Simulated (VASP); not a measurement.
Consider the following.

```
CELL_PARAMETERS angstrom
      0.00000     2.64926     2.64926
      2.64926     0.00000     2.64926
      2.64926     2.64926     0.00000
ATOMIC_POSITIONS crystal
  Zn 0.00000 0.00000 0.00000
  S  0.25000 0.25000 0.25000
```

The numbers are results of LDA (Ceperley-Alder, Perdew-Zunger), VASP's LDA PAW potentials (set 64) (plane waves; VASP), not measurements. Numerical set-up: 400 eV cut-off, 10×10×10 Γ-centred mesh, tetrahedra with Blöchl corrections, potentials Zn S.

Task: The job: ZnS (zinc blende), 2 atoms, LDA, static run, 400 eV, 10×10×10 Γ-centred mesh. Roughly how much core time does it take on a busy server core?

Result: About 5 core-seconds (one run on a shared machine, a rough figure). It had 47 irreducible k-points, 13 bands, up to 692 plane waves and 13 electronic steps.

The compound is ZnS in the zinc blende structure. It was relaxed first, which changed the volume by -6 %.
